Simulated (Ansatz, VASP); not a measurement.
# ScAl3 in two plane-wave programs, part 2 of 2

Wanted: the spread between two codes on one cell, functional and k mesh. The cell is taken from a series of runs on this material, whose earlier steps may have relaxed, scaled, displaced or heated it; both programs get it as it stands.

VASP 6.6.1 and Ansatz 0.2.0.

So far: The structure; Ansatz: zone-centre phonons, PBEsol.

## Step 3: VASP: zone-centre phonons, PBEsol

Level of this step: PBEsol; plane waves and PAW (Sc_sv, Al) (VASP).

The same cell, functional, mesh and smearing now go to VASP, with its own data sets.

Lines of VASP's logs that name or quote its potential files are left out, and so is its time.

INCAR reads:

```
SYSTEM = ScAl3
PREC = Accurate
ENCUT = 500
EDIFF = 1E-08
NELM = 120
ISMEAR = 1
SIGMA = 0.2
LREAL = .FALSE.
ALGO = Normal
GGA = PS
NBANDS = 16
LASPH = .TRUE.
LORBIT = 11
LWAVE = .FALSE.
LCHARG = .FALSE.
ISIF = 2
IBRION = 8
GGA_COMPAT = .FALSE.
KPAR = 2
```

POSCAR reads:

```
ScAl3
1.0
    4.0505145602      0.0000000000      0.0000000000
    0.0000000000      4.0505145602      0.0000000000
    0.0000000000      0.0000000000      4.0505145602
Sc Al
1 3
Direct
    0.0000000000      0.0000000000      0.0000000000
    0.5000000000      0.0000000000      0.5000000000
    0.0000000000      0.5000000000      0.5000000000
    0.5000000000      0.5000000000      0.0000000000
```

KPOINTS reads:

```
Automatic mesh
0
Gamma
10 10 10
0 0 0
```

The projector-augmented-wave data sets are Sc_sv and Al (PBE family, release 64).

Run with:

```
mpirun -np 2 vasp_std
```

Numbers of over 12 decimals in the logs are rounded to 6 here.

What it wrote:

```text
[banner, memory and clock lines left out]
running    2 mpi-ranks, on    1 nodes
 distrk:  each k-point on    1 cores,    2 groups
 distr:  one band on    1 cores,    1 groups

 POSCAR found type information on POSCAR ScAl
 POSCAR found :  2 types and       4 ions
|                                                                             |
|               ----> ADVICE to this user running VASP <----                  |
|                                                                             |
|     You enforced a specific xc type in the INCAR file but a different       |
|     [... a line on the potential file left out ...]
|     I HOPE YOU KNOW WHAT YOU ARE DOING!                                     |
|                                                                             |

 LDA part: xc-table for (Slater+PW92), standard interpolation
 POSCAR, INCAR and KPOINTS ok, starting setup
 FFT: planning ... GRIDC
 FFT: planning ... GRID_SOFT
 FFT: planning ... GRID
 WAVECAR not read
 entering main loop
       N       E                     dE             d eps       ncg     rms          rms(c)
DAV:   1     0.102383711981E+03    0.10238E+03   -0.82581E+03  1808   0.110E+03
DAV:   2    -0.165293958655E+02   -0.11891E+03   -0.11638E+03  1800   0.304E+02
DAV:   3    -0.216893551341E+02   -0.51600E+01   -0.50666E+01  2744   0.586E+01
DAV:   4    -0.217846903463E+02   -0.95335E-01   -0.95309E-01  2200   0.909E+00
DAV:   5    -0.217881278416E+02   -0.34375E-02   -0.34374E-02  2808   0.157E+00    0.969E+00
DAV:   6    -0.208419804594E+02    0.94615E+00   -0.42777E+00  2904   0.227E+01    0.351E+00
DAV:   7    -0.207834116473E+02    0.58569E-01   -0.10304E-01  2272   0.244E+00    0.195E+00
DAV:   8    -0.207572204186E+02    0.26191E-01   -0.37451E-02  2888   0.156E+00    0.255E-01
DAV:   9    -0.207567596631E+02    0.46076E-03   -0.31270E-03  2304   0.629E-01    0.132E-01
DAV:  10    -0.207566876275E+02    0.72036E-04   -0.25617E-04  3000   0.174E-01    0.872E-02
DAV:  11    -0.207566921120E+02   -0.44845E-05   -0.31840E-05  2872   0.387E-02    0.642E-02
DAV:  12    -0.207566790502E+02    0.13062E-04   -0.92854E-05  2992   0.104E-01    0.338E-03
DAV:  13    -0.207566789251E+02    0.12510E-06   -0.28333E-06  2784   0.178E-02    0.164E-03
DAV:  14    -0.207566789512E+02   -0.26051E-07   -0.14580E-07  2752   0.399E-03    0.109E-03
DAV:  15    -0.207566789848E+02   -0.33627E-07   -0.80769E-09  1568   0.747E-04    0.886E-05
DAV:  16    -0.207566789824E+02    0.23974E-08   -0.15522E-09  1320   0.610E-04
   1 F= -.20756679E+02 E0= -.20757414E+02  d E =0.220413E-02
 Linear response reoptimize wavefunctions to high precision
DAV:   1    -0.207566789785E+02    0.38565E-08   -0.77322E-10  1576   0.252E-04
DAV:   2    -0.207566789786E+02   -0.22283E-10   -0.24388E-10  1184   0.224E-04
 Linear response DOF=           3
 Linear response progress:
  Degree of freedom:   1/  3
       N       E                     dE             d eps       ncg     rms          rms(c)
RMM:   1    -0.763121289475E+00   -0.76312E+00   -0.66962E+01  4239   0.171E+02
RMM:   2    -0.759300926356E+00    0.38204E-02   -0.16914E-01  5889   0.400E+00    0.124E-01
RMM:   3    -0.759203930189E+00    0.96996E-04   -0.17334E-02  6702   0.966E-01    0.442E-02
RMM:   4    -0.758371954722E+00    0.83198E-03   -0.13483E-03  7349   0.266E-01    0.229E-02
RMM:   5    -0.758188065119E+00    0.18389E-03   -0.17939E-04  7877   0.852E-02    0.896E-03
RMM:   6    -0.758231931809E+00   -0.43867E-04   -0.14555E-05  7628   0.303E-02    0.402E-03
RMM:   7    -0.758257272227E+00   -0.25340E-04   -0.28163E-06  8060   0.113E-02    0.880E-04
RMM:   8    -0.758271157780E+00   -0.13886E-04   -0.51237E-07  8112   0.377E-03    0.194E-04
RMM:   9    -0.758275262553E+00   -0.41048E-05   -0.17214E-07  7711   0.152E-03    0.107E-04
RMM:  10    -0.758278345987E+00   -0.30834E-05   -0.46690E-08  7333   0.823E-04    0.197E-05
RMM:  11    -0.758278110354E+00    0.23563E-06   -0.64202E-08  8203   0.371E-04    0.154E-05
RMM:  12    -0.758278351567E+00   -0.24121E-06   -0.38123E-09  7814   0.214E-04    0.427E-06
RMM:  13    -0.758278375762E+00   -0.24196E-07   -0.23111E-08  8164   0.150E-04    0.241E-06
RMM:  14    -0.758278405651E+00   -0.29889E-07   -0.16669E-08  7281   0.119E-04    0.430E-07
RMM:  15    -0.758278400957E+00    0.46947E-08   -0.95349E-09  7739   0.101E-04    0.988E-07
 first order change of Fermi-energy   0.63895E-03
 force on displaced ion       1 direction 1 : -10.321   0.000  -0.000
 Linear response progress:
  Degree of freedom:   2/  3
       N       E                     dE             d eps       ncg     rms          rms(c)
RMM:   1    -0.847022828654E-02   -0.84702E-02    0.16228E-02 15093   0.135E+00
RMM:   2    -0.766910258542E-02    0.80113E-03   -0.62855E-04 10126   0.232E-01    0.481E-02
RMM:   3    -0.768767524743E-02   -0.18573E-04   -0.30802E-04 12007   0.108E-01    0.235E-02
RMM:   4    -0.777367517919E-02   -0.86000E-04   -0.81932E-05 12610   0.507E-02    0.942E-03
RMM:   5    -0.779400977615E-02   -0.20335E-04   -0.56227E-06 12938   0.241E-02    0.351E-03
RMM:   6    -0.780011780174E-02   -0.61080E-05   -0.59349E-07 13142   0.529E-03    0.176E-03
RMM:   7    -0.779922538172E-02    0.89242E-06   -0.77880E-08 13145   0.244E-03    0.542E-04
RMM:   8    -0.780016159164E-02   -0.93621E-06   -0.19826E-08 12405   0.942E-04    0.122E-04
RMM:   9    -0.779996430355E-02    0.19729E-06   -0.11811E-10 13497   0.391E-04    0.132E-04
RMM:  10    -0.780002059378E-02   -0.56290E-07    0.87667E-11 14052   0.126E-04    0.261E-05
RMM:  11    -0.780009644266E-02   -0.75849E-07   -0.83786E-10 11697   0.915E-05    0.151E-05
RMM:  12    -0.780010265424E-02   -0.62116E-08   -0.35722E-10 12818   0.376E-05    0.106E-05
 first order change of Fermi-energy   0.17533E-04
 force on displaced ion       2 direction 1 :  -6.870   0.000   0.000
 Linear response progress:
  Degree of freedom:   3/  3
       N       E                     dE             d eps       ncg     rms          rms(c)
RMM:   1    -0.802361645144E-02   -0.80236E-02    0.24284E-02  9361   0.713E-01
RMM:   2    -0.730965468649E-02    0.71396E-03   -0.35539E-04  6261   0.161E-01    0.436E-02
RMM:   3    -0.729872335597E-02    0.10931E-04   -0.20805E-04  6747   0.851E-02    0.212E-02
RMM:   4    -0.736121678905E-02   -0.62493E-04   -0.90929E-05  7450   0.398E-02    0.781E-03
RMM:   5    -0.736234127221E-02   -0.11245E-05   -0.46982E-06  7166   0.186E-02    0.330E-03
RMM:   6    -0.736949138318E-02   -0.71501E-05   -0.90423E-07  7487   0.662E-03    0.120E-03
RMM:   7    -0.736765359220E-02    0.18378E-05   -0.77314E-08  7525   0.230E-03    0.479E-04
RMM:   8    -0.736779116786E-02   -0.13758E-06   -0.51300E-09  7546   0.646E-04    0.119E-04
RMM:   9    -0.736800821976E-02   -0.21705E-06   -0.23131E-09  7846   0.271E-04    0.123E-04
RMM:  10    -0.736816920396E-02   -0.16098E-06   -0.16474E-09  7355   0.132E-04    0.161E-05
RMM:  11    -0.736818019172E-02   -0.10988E-07   -0.11653E-09  7964   0.609E-05    0.131E-05
RMM:  12    -0.736817738283E-02    0.28089E-08   -0.95278E-10  7645   0.355E-05    0.867E-07
 first order change of Fermi-energy   0.27181E-04
 force on displaced ion       2 direction 2 :   0.000  -5.235  -0.000
 Linear response finished
```

OUTCAR, selected parts (step 3):

```text
ion  position               nearest neighbor table
   1  0.000  0.000  0.000-   2 2.86   3 2.86   4 2.86   2 2.86   3 2.86   3 2.86   4 2.86   3 2.86
                             2 2.86   4 2.86   2 2.86   4 2.86
   2  0.500  0.000  0.500-   1 2.86   3 2.86   4 2.86   1 2.86   4 2.86   3 2.86   4 2.86   4 2.86
                             1 2.86   3 2.86   1 2.86   3 2.86
   3  0.000  0.500  0.500-   1 2.86   2 2.86   4 2.86   1 2.86   4 2.86   1 2.86   2 2.86   1 2.86
                             2 2.86   4 2.86   4 2.86   2 2.86
   4  0.500  0.500  0.000-   1 2.86   2 2.86   3 2.86   2 2.86   3 2.86   1 2.86   2 2.86   2 2.86
                             1 2.86   3 2.86   3 2.86   1 2.86

  LATTYP: Found a simple cubic cell.
 ALAT       =     4.0505145602

 Subroutine GETGRP returns: Found 48 space group operations
 (whereof 48 operations were pure point group operations)

The static configuration has the point symmetry O_h .

 Found     56 irreducible k-points:

   k-points           NKPTS =     56   k-points in BZ     NKDIM =     56   number of bands    NBANDS=     16

   dimension x,y,z NGX =    30 NGY =   30 NGZ =   30
   dimension x,y,z NGXF=    60 NGYF=   60 NGZF=   60

   ENCUT  =  500.0 eV  36.75 Ry    6.06 a.u.   7.39  7.39  7.39*2*pi/ulx,y,z

   NELECT =      20.0000    total number of electrons

 k-points in reciprocal lattice and weights: Automatic mesh
   0.00000000  0.00000000  0.00000000       0.001
   0.10000000  0.00000000  0.00000000       0.006
   0.20000000  0.00000000  0.00000000       0.006
   0.30000000  0.00000000  0.00000000       0.006
   0.40000000  0.00000000  0.00000000       0.006
   0.50000000  0.00000000  0.00000000       0.003
   0.10000000  0.10000000  0.00000000       0.012
   0.20000000  0.10000000  0.00000000       0.024
   0.30000000  0.10000000  0.00000000       0.024
[...]
0.50000000  0.50000000  0.40000000       0.006
   0.50000000  0.50000000  0.50000000       0.001

 average (electrostatic) potential at core
       1 -42.6334       2 -72.5336       3 -72.5336       4 -72.5336

  Total        0.6458348      0.6458348      0.6458348      0.0000000      0.0000000     -0.0000000
  in kB       15.5704607     15.5704607     15.5704607      0.0000000      0.0000000     -0.0000000
  external PRESSURE =      15.5704607 kB  Pullay stress =       0.0000000 kB

  energy-cutoff  :      500.00
  volume of cell :       66.46
      direct lattice vectors                 reciprocal lattice vectors
     4.050514560  0.000000000  0.000000000     0.246882213  0.000000000  0.000000000
     0.000000000  4.050514560  0.000000000     0.000000000  0.246882213  0.000000000
     0.000000000  0.000000000  4.050514560     0.000000000  0.000000000  0.246882213

 POSITION                                       TOTAL-FORCE (eV/Angst)
 -----------------------------------------------------------------------------------
      0.00000      0.00000      0.00000         0.000000      0.000000      0.000000
      2.02526      0.00000      2.02526         0.000000      0.000000      0.000000
      0.00000      2.02526      2.02526         0.000000      0.000000      0.000000
      2.02526      2.02526      0.00000         0.000000      0.000000      0.000000
 -----------------------------------------------------------------------------------
    total drift:                               -0.000000     -0.000000      0.000000

 Eigenvectors and eigenvalues of the dynamical matrix
 ----------------------------------------------------

   1 f  =   10.379957 THz    65.219195 2PiTHz  346.238105 cm-1    42.928035 meV
             X         Y         Z           dx          dy          dz
      0.000000  0.000000  0.000000    -0.235914    0.575679   -0.000122
      2.025257  0.000000  2.025257     0.199180    0.228768    0.000103
      0.000000  2.025257  2.025257    -0.093749   -0.486040    0.000103
      2.025257  2.025257  0.000000     0.199180   -0.486040   -0.000048

   2 f  =   10.379957 THz    65.219195 2PiTHz  346.238105 cm-1    42.928035 meV
             X         Y         Z           dx          dy          dz
      0.000000  0.000000  0.000000    -0.070640   -0.028818    0.617447
      2.025257  0.000000  2.025257     0.059641   -0.011452   -0.521305
      0.000000  2.025257  2.025257    -0.028071    0.024331   -0.521305
      2.025257  2.025257  0.000000     0.059641    0.024331    0.245366

   3 f  =   10.379957 THz    65.219195 2PiTHz  346.238105 cm-1    42.928035 meV
             X         Y         Z           dx          dy          dz
      0.000000  0.000000  0.000000     0.571328    0.234147    0.076292
      2.025257  0.000000  2.025257    -0.482367    0.093047   -0.064413
      0.000000  2.025257  2.025257     0.227039   -0.197688   -0.064413
      2.025257  2.025257  0.000000    -0.482367   -0.197688    0.030317

   4 f  =    7.993163 THz    50.222525 2PiTHz  266.623220 cm-1    33.057051 meV
             X         Y         Z           dx          dy          dz
      0.000000  0.000000  0.000000     0.000000   -0.000000    0.000000
      2.025257  0.000000  2.025257    -0.611184    0.000000    0.017319
      0.000000  2.025257  2.025257    -0.000000   -0.355182   -0.017319
      2.025257  2.025257  0.000000     0.611184    0.355182   -0.000000

   5 f  =    7.993163 THz    50.222525 2PiTHz  266.623220 cm-1    33.057051 meV
             X         Y         Z           dx          dy          dz
      0.000000  0.000000  0.000000    -0.000000    0.000000    0.000000
      2.025257  0.000000  2.025257    -0.164059   -0.000000    0.612880
      0.000000  2.025257  2.025257     0.000000    0.312190   -0.612880
      2.025257  2.025257  0.000000     0.164059   -0.312190   -0.000000

   6 f  =    7.993163 THz    50.222525 2PiTHz  266.623220 cm-1    33.057051 meV
             X         Y         Z           dx          dy          dz
      0.000000  0.000000  0.000000     0.000000   -0.000000   -0.000000
      2.025257  0.000000  2.025257     0.315498    0.000000    0.352247
      0.000000  2.025257  2.025257    -0.000000   -0.525721   -0.352247
      2.025257  2.025257  0.000000    -0.315498    0.525721    0.000000

   7 f  =    7.506737 THz    47.166219 2PiTHz  250.397789 cm-1    31.045355 meV
             X         Y         Z           dx          dy          dz
      0.000000  0.000000  0.000000     0.163647   -0.478411    0.000359
      2.025257  0.000000  2.025257     0.032073    0.805474    0.000070
      0.000000  2.025257  2.025257    -0.275523   -0.093762    0.000070
      2.025257  2.025257  0.000000     0.032073   -0.093762   -0.000604

   8 f  =    7.506737 THz    47.166219 2PiTHz  250.397789 cm-1    31.045355 meV
             X         Y         Z           dx          dy          dz
      0.000000  0.000000  0.000000    -0.478028   -0.163531   -0.020103
      2.025257  0.000000  2.025257    -0.093687    0.275328   -0.003940
      0.000000  2.025257  2.025257     0.804830   -0.032050   -0.003940
      2.025257  2.025257  0.000000    -0.093687   -0.032050    0.033846

   9 f  =    7.506737 THz    47.166219 2PiTHz  250.397789 cm-1    31.045355 meV
             X         Y         Z           dx          dy          dz
      0.000000  0.000000  0.000000     0.019137    0.006167   -0.505226
      2.025257  0.000000  2.025257     0.003751   -0.010383   -0.099018
      0.000000  2.025257  2.025257    -0.032219    0.001209   -0.099018
      2.025257  2.025257  0.000000     0.003751    0.001209    0.850621

  10 f/i=    0.001874 THz     0.011774 2PiTHz    0.062506 cm-1     0.007750 meV
             X         Y         Z           dx          dy          dz
      0.000000  0.000000  0.000000    -0.501116   -0.257231   -0.199989
      2.025257  0.000000  2.025257    -0.388076   -0.199160   -0.154876
      0.000000  2.025257  2.025257    -0.387987   -0.199206   -0.154876
      2.025257  2.025257  0.000000    -0.388076   -0.199206   -0.154841

  11 f/i=    0.001874 THz     0.011774 2PiTHz    0.062506 cm-1     0.007750 meV
             X         Y         Z           dx          dy          dz
      0.000000  0.000000  0.000000    -0.144266   -0.153791    0.559300
      2.025257  0.000000  2.025257    -0.111723   -0.119072    0.433135
      0.000000  2.025257  2.025257    -0.111697   -0.119099    0.433135
      2.025257  2.025257  0.000000    -0.111723   -0.119099    0.433035

  12 f/i=    0.001874 THz     0.011774 2PiTHz    0.062506 cm-1     0.007750 meV
             X         Y         Z           dx          dy          dz
      0.000000  0.000000  0.000000     0.292149   -0.517167   -0.066849
      2.025257  0.000000  2.025257     0.226247   -0.400414   -0.051769
      0.000000  2.025257  2.025257     0.226195   -0.400506   -0.051769
      2.025257  2.025257  0.000000     0.226247   -0.400506   -0.051757

 ELASTIC MODULI CONTR FROM IONIC RELAXATION (kBar)
 Direction    XX          YY          ZZ          XY          YZ          ZX
 --------------------------------------------------------------------------------
 XX           0.0000      0.0000      0.0000      0.0000      0.0000      0.0000
 YY           0.0000      0.0000      0.0000      0.0000      0.0000      0.0000
 ZZ           0.0000      0.0000      0.0000      0.0000      0.0000      0.0000
 XY           0.0000      0.0000      0.0000      0.0000      0.0000      0.0000
 YZ           0.0000      0.0000      0.0000      0.0000      0.0000      0.0000
 ZX           0.0000      0.0000      0.0000      0.0000      0.0000      0.0000
 --------------------------------------------------------------------------------
```

Energies printed during the response cycles are not total energies of the cell. The PAW data sets were made with PBE, which is usual practice but a small mismatch for other functionals.

## Step 4: Comparison

Known differences besides the potentials themselves: VASP's run holds the zone centre alone; the cutoff is 420 eV in Ansatz and 500 eV in VASP; Ansatz makes its cores anew for this functional, VASP keeps those of its PBE data sets. Total energies have different zeros and are not compared.

Compared:

| quantity | Ansatz | VASP | difference |
| --- | --- | --- | --- |
| optical mode 1 to 3 (cm⁻¹) | 250.0 | 250.4 | -0.17 % |
| optical mode 4 to 6 (cm⁻¹) | 265.9 | 266.6 | -0.28 % |
| optical mode 7 to 9 (cm⁻¹) | 345.2 | 346.2 | -0.29 % |

Modes are paired by rising frequency, not by their patterns, so a pair may set unlike modes beside each other; they are those without the splitting of longitudinal modes.

## Step 5: Outcome

| Property | Result |
| --- | --- |
| r.m.s. difference of the optical zone-centre modes, each program's sorted by frequency (zone-centre phonons, PBEsol) | 0.76 cm⁻¹ |

What this shows: The r.m.s. difference of the optical zone-centre modes, each program's sorted by frequency is 0.76 cm⁻¹ (zone-centre phonons, PBEsol). How closely two codes agree says nothing of how well the functional describes the real material.

[Lines on the potential files, build, host, timing and source positions are cut from VASP's logs without a mark.]

[Logs are printed without paths, hosts, clocks, repeated set-up lines and the standing remarks that a program may print on its own settings, such as how far it seeks lower states.]

[Hosts, paths, dates, database ids (printed as entryN), source tags and the programs' standing remarks are cut or masked in the printed files.]
